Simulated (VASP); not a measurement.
# BiPt with and without spin-orbit coupling, part 3 of 4

Aim: run bands, DOS and a relaxation of BiPt twice, without and with spin-orbit coupling. All runs use PBEsol. The start is a cell from a database of measured crystal structures.

VASP 6.6.1, plane waves and PAW; the level of theory is named at each step.

Still holding for the runs below: The k-mesh is coarse for a metal.

So far. Step 4 (Band structure (PBEsol + SOC)): There is no gap at this level. Without the coupling there was no gap either. The run took 4.3 times the core time, with 62 spinor bands against 39. Step 5 (Total and projected DOS (PBEsol)): Of the states within 0.3 eV of the Fermi level, the largest shares in the PAW spheres are Pt d 40 %, Bi p 19 % and Pt p 8 %. The rest lies in smaller channels or between the spheres.

The database entry behind the starting cell differs from later determinations by our own check (0.1 to 0.3 % short, probably kX units), so it need not match the best structure at ambient conditions.

### 6. Density of states (PBEsol + SOC)

This step: PBEsol, spin-orbit coupling; plane waves and PAW (Bi_d, Pt) (VASP 6.6.1).

Here the states are counted by energy and projected on the atoms.

The input, INCAR:

```
SYSTEM = BiPt
PREC = Accurate
ENCUT = 400
EDIFF = 1E-06
NELM = 100
ISMEAR = -5
SIGMA = 0.05
LREAL = .FALSE.
ALGO = Normal
GGA = PS
LNONCOLLINEAR = .TRUE.
MAGMOM = 0 0 0 0 0 0 0 0 0 0 0 0
NBANDS = 62
GGA_COMPAT = .FALSE.
LASPH = .TRUE.
LSORBIT = .TRUE.
LMAXMIX = 4
LORBIT = 11
LWAVE = .FALSE.
LCHARG = .FALSE.
KPAR = 4
NEDOS = 2001
```

The input, POSCAR:

```
BiPt
1.0
    4.3150000000      0.0000000000      0.0000000000
   -2.1575000000      3.7368996173      0.0000000000
    0.0000000000      0.0000000000      5.4900000000
Bi Pt
2 2
Direct
    0.3333333333      0.6666666667      0.2500000000
    0.6666666667      0.3333333333      0.7500000000
    0.0000000000      0.0000000000      0.0000000000
    0.0000000000      0.0000000000      0.5000000000
```

The input, KPOINTS:

```
Automatic mesh
0
Gamma
7 7 5
0 0 0
```

The projector-augmented-wave data sets are Bi_d and Pt (PBE family, release 64).

Started as:

```bash
mpirun -np 4 vasp_ncl
```

The program printed:

```text
[... set-up lines as in an earlier step ...]
 entering main loop
       N       E                     dE             d eps       ncg     rms          rms(c)
DAV:   1     0.557991173998E+03    0.55799E+03   -0.20765E+04  2990   0.166E+03
DAV:   2     0.523332480206E+02   -0.50566E+03   -0.48814E+03  3040   0.497E+02
DAV:   3    -0.214920527494E+02   -0.73825E+02   -0.70064E+02  3286   0.195E+02
DAV:   4    -0.258636940358E+02   -0.43716E+01   -0.42479E+01  3562   0.474E+01
DAV:   5    -0.260485460330E+02   -0.18485E+00   -0.18413E+00  3950   0.980E+00    0.127E+01
DAV:   6    -0.256524824293E+02    0.39606E+00   -0.14039E+00  3414   0.774E+00    0.685E+00
DAV:   7    -0.255650186855E+02    0.87464E-01   -0.15946E-01  3546   0.371E+00    0.354E+00
DAV:   8    -0.255465424174E+02    0.18476E-01   -0.51531E-02  3642   0.146E+00    0.111E+00
DAV:   9    -0.255455464920E+02    0.99593E-03   -0.58028E-03  4154   0.610E-01    0.229E-01
DAV:  10    -0.255453054075E+02    0.24108E-03   -0.23510E-03  3954   0.510E-01    0.768E-02
DAV:  11    -0.255452650112E+02    0.40396E-04   -0.16199E-04  3906   0.158E-01    0.223E-02
DAV:  12    -0.255452665262E+02   -0.15150E-05   -0.23051E-05  3658   0.423E-02    0.134E-02
DAV:  13    -0.255452657074E+02    0.81886E-06   -0.36096E-06  3016   0.186E-02
   1 F= -.25545266E+02 E0= -.25545266E+02  d E =0.000000E+00  mag=    -0.0000    -0.0000    -0.0000
 [... a notice as in an earlier step ...]
```

Wall time 25 s (4 MPI ranks of Intel Xeon 6975P-C (Granite Rapids), shared host); peak memory 1.4 GiB; 95 s of CPU time.

OUTCAR, selected parts (step 6):

```text
   NELECT =      50.0000    total number of electrons

 E-fermi :   9.2909

 k-point     1 :       0.0000    0.0000    0.0000
  band No.  band energies     occupation
    ...
     42       7.3556      1.00000
     43       7.9018      1.00000
     44       7.9018      1.00000
     45       8.3169      1.00000
     46       8.3169      1.00000
     47      10.4073     -0.68926
     48      10.4073     -0.68926
     49      10.4245      0.00000
     50      10.4245      0.00000
     51      11.3005      0.00000
    ...

  Total        1.4877098      1.4877098      1.3237091     -0.0000000      0.0000000      0.0000000
  in kB       26.9255274     26.9255274     23.9573371     -0.0000000      0.0000000      0.0000000
  external PRESSURE =      25.9361307 kB  Pullay stress =       0.0000000 kB

 POSITION                                       TOTAL-FORCE (eV/Angst)
 -----------------------------------------------------------------------------------
     -0.00000      2.49127      1.37250         0.000000     -0.000000      0.000000
      2.15750      1.24563      4.11750        -0.000000      0.000000      0.000000
      0.00000      0.00000      0.00000         0.000000      0.000000      0.000000
      0.00000      0.00000      2.74500         0.000000      0.000000      0.000000
 -----------------------------------------------------------------------------------
    total drift:                               -0.000000      0.000000     -0.000000

  FREE ENERGIE OF THE ION-ELECTRON SYSTEM (eV)
  ---------------------------------------------------
  free  energy   TOTEN  =       -25.5452657074 eV

  energy  without entropy=      -25.5452657074  energy(sigma->0) =      -25.54526571

 Spin-Orbit-Coupling matrix elements
 Ion:    1  E_soc:     -1.4119358
 Ion:    2  E_soc:     -1.4119358
 Ion:    3  E_soc:     -0.6385491
 Ion:    4  E_soc:     -0.6385491

 magnetization (x)
# of ion       s       p       d       tot
------------------------------------------
    1       -0.000   0.000  -0.000  -0.000
    2       -0.000   0.000   0.000  -0.000
    3       -0.000   0.000   0.000  -0.000
    4        0.000   0.000   0.000   0.000
--------------------------------------------------
tot         -0.000   0.000   0.000  -0.000

 magnetization (y)
# of ion       s       p       d       tot
------------------------------------------
    1        0.000   0.000   0.000   0.000
    2        0.000   0.000   0.000   0.000
    3        0.000  -0.000   0.000   0.000
    4        0.000   0.000   0.000   0.000
--------------------------------------------------
tot          0.000  -0.000   0.000   0.000

 magnetization (z)
# of ion       s       p       d       tot
------------------------------------------
    1        0.000   0.000   0.000   0.000
    2        0.000   0.000   0.000   0.000
    3        0.000  -0.000   0.000  -0.000
    4        0.000  -0.000   0.000  -0.000
--------------------------------------------------
tot          0.000  -0.000   0.000  -0.000

[... 9 parts as in an earlier step ...]

[... 8 further parts left out ...]
```

This step gave:

```
bands                  : 62
free energy (TOTEN)    : -25.55 eV
Fermi energy           : 9.291 eV
pressure               : 2.594 GPa
DOS at the Fermi level : 2.237 states/eV/cell
```

On-site spin-orbit energy by atom:

| atom | on-site spin-orbit energy (eV) |
| --- | --- |
| Bi1 | -1.41 |
| Bi2 | -1.41 |
| Pt3 | -0.64 |
| Pt4 | -0.64 |

The density of states has structure finer than the step of the table below, so its rows give means over 0.5 eV, whole bins alone (the curve runs from -12.0 to 0.636 eV). Peaks (eV: height): total -4.71: 7.79, -4.35: 12.2, -3.85: 9.35, -2.57: 9.76; Pt d -4.35: 8.09, -3.85: 6.36, -2.57: 7.60, -1.86: 5.65; Bi p -5.49: 1.04, -4.71: 0.929, -4.35: 1.44, -3.85: 0.789; Pt p -4.35: 0.315, -3.85: 0.307, -3.14: 0.293, -2.93: 0.272; Pt s -6.13: 0.419, -5.56: 0.409, -4.71: 0.351, -3.43: 0.247.

States under -12.0 eV and over 0.6 eV are left out. Table of density of states by energy, zero at the Fermi level; means over each step; values in states/eV/cell:

| energy (eV) | total | Pt d | Bi p | Pt p | Pt s | Bi s |
| --- | --- | --- | --- | --- | --- | --- |
| -11.5 | 2.64 | 0.106 | 0.0125 | 0.0853 | 0.0827 | 1.74 |
| -11.0 | 2.73 | 0.211 | 0.00907 | 0.0638 | 0.0427 | 1.86 |
| -10.5 | 0.421 | 0.0231 | 0.00179 | 0.0134 | 0.00496 | 0.298 |
| -10.0 | 0.00466 | 9.0e-5 | 1.1e-5 | 2.0e-4 | 4.6e-5 | 0.00343 |
| -9.5 | 0 | 0 | 0 | 0 | 0 | 0 |
| -9.0 | 0 | 0 | 0 | 0 | 0 | 0 |
| -8.5 | 0 | 0 | 0 | 0 | 0 | 0 |
| -8.0 | 0 | 0 | 0 | 0 | 0 | 0 |
| -7.5 | 0.00168 | 3.2e-4 | 2.6e-4 | 1.2e-5 | 6.2e-4 | 2.9e-5 |
| -7.0 | 0.678 | 0.151 | 0.105 | 0.0105 | 0.214 | 0.0174 |
| -6.5 | 1.31 | 0.282 | 0.232 | 0.0429 | 0.335 | 0.0312 |
| -6.0 | 2.03 | 0.551 | 0.415 | 0.0623 | 0.330 | 0.0384 |
| -5.5 | 4.63 | 2.30 | 0.764 | 0.117 | 0.276 | 0.0357 |
| -5.0 | 4.44 | 2.74 | 0.571 | 0.105 | 0.120 | 0.0174 |
| -4.5 | 5.85 | 3.85 | 0.647 | 0.156 | 0.131 | 0.0310 |
| -4.0 | 4.71 | 3.11 | 0.462 | 0.150 | 0.0969 | 0.0386 |
| -3.5 | 4.69 | 3.27 | 0.324 | 0.133 | 0.140 | 0.0487 |
| -3.0 | 4.53 | 3.13 | 0.322 | 0.213 | 0.121 | 0.0364 |
| -2.5 | 5.71 | 4.34 | 0.265 | 0.162 | 0.124 | 0.0263 |
| -2.0 | 4.36 | 3.32 | 0.227 | 0.139 | 0.0937 | 0.0621 |
| -1.5 | 3.24 | 2.26 | 0.224 | 0.112 | 0.126 | 0.0938 |
| -1.0 | 2.93 | 1.62 | 0.362 | 0.165 | 0.138 | 0.122 |
| -0.5 | 1.86 | 0.908 | 0.289 | 0.140 | 0.0586 | 0.0837 |
| 0.0 | 2.22 | 0.950 | 0.410 | 0.180 | 0.0585 | 0.122 |

The DOS at the Fermi level goes from 2.25 to 2.24 states/eV/cell, a number that is sensitive to the mesh. The run took 3.7 times the core time, with 62 spinor bands against 39. Of the states within 0.3 eV of the Fermi level, the largest shares in the PAW spheres are Pt d 43 %, Bi p 18 % and Pt p 8 %. The rest lies in smaller channels or between the spheres.

### 7. Relaxing cell and atoms (PBEsol)

This step: PBEsol; plane waves and PAW (Bi_d, Pt) (VASP 6.6.1).

Last, the cell itself: ISIF = 3 frees volume, shape and positions, first without the coupling.

The input, INCAR:

```
SYSTEM = BiPt
PREC = Accurate
ENCUT = 400
EDIFF = 1E-06
NELM = 100
ISMEAR = -1
SIGMA = 0.05
LREAL = .FALSE.
ALGO = Normal
GGA = PS
NBANDS = 31
LASPH = .TRUE.
LORBIT = 11
LWAVE = .FALSE.
LCHARG = .FALSE.
KPAR = 4
IBRION = 2
NSW = 60
ISIF = 3
EDIFFG = -0.01
```

POSCAR is that of step 6.

KPOINTS is that of step 6.

Started as:

```bash
mpirun -np 4 vasp_std
```

The program printed:

```text
[... set-up lines as in an earlier step ...]
 entering main loop
       N       E                     dE             d eps       ncg     rms          rms(c)
[... 12 cycles as in an earlier step ...]
   1 F= -.23579498E+02 E0= -.23573408E+02  d E =-.235795E+02
 curvature:   0.00 expect dE= 0.000E+00 dE for cont linesearch  0.000E+00
 trial: gam= 0.00000 g(F)=  0.688E-47 g(S)=  0.743E-01 ort = 0.000E+00 (trialstep = 0.100E+01)
 search vector abs. value=  0.743E-01
 bond charge predicted
       N       E                     dE             d eps       ncg     rms          rms(c)
DAV:   1    -0.251288349131E+02   -0.15493E+01   -0.38186E+01  1835   0.730E+01    0.728E+00
DAV:   2    -0.237653172841E+02    0.13635E+01   -0.40356E+00  1684   0.197E+01    0.309E+00
DAV:   3    -0.235900371039E+02    0.17528E+00   -0.39848E-01  2014   0.719E+00    0.139E+00
DAV:   4    -0.235577745854E+02    0.32263E-01   -0.16554E-01  2047   0.437E+00    0.438E-01
DAV:   5    -0.235585172126E+02   -0.74263E-03   -0.68070E-03  1586   0.666E-01    0.191E-01
DAV:   6    -0.235585928265E+02   -0.75614E-04   -0.70019E-04  2021   0.245E-01    0.589E-02
DAV:   7    -0.235586055601E+02   -0.12734E-04   -0.18214E-04  1928   0.129E-01    0.758E-03
DAV:   8    -0.235586057831E+02   -0.22302E-06   -0.75579E-06  1630   0.222E-02
   2 F= -.23558606E+02 E0= -.23552290E+02  d E =0.208924E-01
[...]
3 F= -.23593329E+02 E0= -.23587217E+02  d E =-.138312E-01
[...]
4 F= -.23593328E+02 E0= -.23587216E+02  d E =-.138302E-01
[...]
5 F= -.23593863E+02 E0= -.23587677E+02  d E =-.534717E-03
 trial-energy change:   -0.000535  1 .order   -0.000534   -0.000812   -0.000257
 step:   1.2799(harm=  1.2799)  dis= 0.00000  next Energy=   -23.593922 (dE=-0.594E-03)
 bond charge predicted
       N       E                     dE             d eps       ncg     rms          rms(c)
DAV:   1    -0.235944331721E+02   -0.56967E-03   -0.27589E-02  1544   0.110E+00    0.122E-01
DAV:   2    -0.235940864228E+02    0.34675E-03   -0.79970E-04  2061   0.323E-01    0.693E-02
DAV:   3    -0.235939323554E+02    0.15407E-03   -0.16241E-04  2095   0.148E-01    0.246E-02
DAV:   4    -0.235939168922E+02    0.15463E-04   -0.57660E-05  2170   0.661E-02    0.676E-03
DAV:   5    -0.235939169826E+02   -0.90407E-07   -0.66340E-06  1490   0.207E-02
   6 F= -.23593917E+02 E0= -.23587692E+02  d E =-.588642E-03
 curvature:  -0.65 expect dE=-0.986E-05 dE for cont linesearch -0.136E-06
 trial: gam= 0.01297 g(F)=  0.228E-45 g(S)=  0.153E-04 ort = 0.140E-04 (trialstep = 0.956E+00)
 search vector abs. value=  0.158E-04
 reached required accuracy - stopping structural energy minimisation
```

It took 20 s on 4 MPI ranks; peak memory 0.72 GiB; 78 s of CPU time.

OUTCAR, selected parts (step 7):

```text
   NELECT =      50.0000    total number of electrons

 E-fermi :   9.0685

 k-point     1 :       0.0000    0.0000    0.0000
  band No.  band energies     occupation
    ...
     18       5.1924      2.00000
     19       6.1696      2.00000
     20       6.1696      2.00000
     21       7.4390      2.00000
     22       7.4390      2.00000
     23       9.2977      0.02025
     24       9.2977      0.02025
     25      10.1600      0.00000
     26      10.8002      0.00000
     27      11.2772      0.00000
    ...

  Total        0.0218325      0.0218325      0.0176579      0.0000000      0.0000000      0.0000000
  in kB        0.3875266      0.3875266      0.3134273      0.0000000      0.0000000      0.0000000
  external PRESSURE =       0.3628268 kB  Pullay stress =       0.0000000 kB

 POSITION                                       TOTAL-FORCE (eV/Angst)
 -----------------------------------------------------------------------------------
     -0.00000      2.51291      1.37546        -0.000000      0.000000      0.000000
      2.17624      1.25645      4.12638         0.000000      0.000000      0.000000
     -0.00000      0.00000      5.50184         0.000000     -0.000000      0.000000
     -0.00000      0.00000      2.75092         0.000000     -0.000000      0.000000
 -----------------------------------------------------------------------------------
    total drift:                               -0.000000      0.000000     -0.000000

  FREE ENERGIE OF THE ION-ELECTRON SYSTEM (eV)
  ---------------------------------------------------
  free  energy   TOTEN  =       -23.5939169826 eV

  energy  without entropy=      -23.5814661453  energy(sigma->0) =      -23.58769156

 reached required accuracy - stopping structural energy minimisation

[... 8 parts as in an earlier step ...]

[... 9 further parts left out ...]
```

The run keeps the 24 symmetry operations of its start, so it cannot find a distortion of lower symmetry.

The steps of the relaxation:

| step | energy less that of the first step (eV) | largest force (eV/Å) | pressure (GPa) | volume (Å³) |
| --- | --- | --- | --- | --- |
| 1 | 0.0000 | 0.0000 | 2.58 | 88.52 |
| 2 | 0.0209 | 0.0000 | -3.75 | 93.17 |
| 3 | -0.0138 | 0.0000 | -0.05 | 90.29 |
| 4 | -0.0138 | 0.0000 | -0.02 | 90.25 |
| 5 | -0.0144 | 0.0000 | 0.02 | 90.26 |
| 6 | -0.0144 | 0.0000 | 0.04 | 90.26 |

| conventional cell, symmetrised | before | after | change |
| --- | --- | --- | --- |
| a (Å) | 4.315 | 4.352 | +0.9 % |
| b (Å) | 4.315 | 4.352 | +0.9 % |
| c (Å) | 5.490 | 5.502 | +0.2 % |
| volume (Å³/atom) | 22.13 | 22.57 | +2.0 % |

The relaxed structure:

```cif
data_structure
_symmetry_space_group_name_H-M 'P 1'
_symmetry_Int_Tables_number 1
_cell_length_a 4.3525
_cell_length_b 4.3525
_cell_length_c 5.5018
_cell_angle_alpha 90.000
_cell_angle_beta 90.000
_cell_angle_gamma 120.000
_cell_volume 90.26
loop_
_atom_site_label
_atom_site_type_symbol
_atom_site_fract_x
_atom_site_fract_y
_atom_site_fract_z
_atom_site_occupancy
Bi1 Bi 0.33333 0.66667 0.25000 1
Bi2 Bi 0.66667 0.33333 0.75000 1
Pt3 Pt 0.00000 0.00000 0.00000 1
Pt4 Pt 0.00000 0.00000 0.50000 1
```

Numbers from this step:

| Quantity | Value |
| --- | --- |
| bands | 31 |
| free energy (TOTEN) | -23.59 eV |
| energy at zero smearing | -23.59 eV |
| Fermi energy | 9.069 eV |
| pressure | 0.03628 GPa |
| SCF cycles over all ionic steps | 44 |

It ends with forces that vanish by symmetry and a pressure of 0.04 GPa.

(Part 3 of 4 ends here.)

[Lines on the potential files, build, host, timing and source positions are cut from VASP's logs without a mark.]

[Logs are printed without paths, hosts, clocks, repeated set-up lines and the standing remarks that a program may print on its own settings, such as how far it seeks lower states.]

[Hosts, paths, dates, database ids (printed as entryN), source tags and the programs' standing remarks are cut or masked in the printed files.]

[A measured line is paired with the nearest computed mode of its activity, which favours agreement.]

[In band tables of VASP the shares of atoms and orbitals are scaled to a sum of 1 inside the atoms' spheres.]
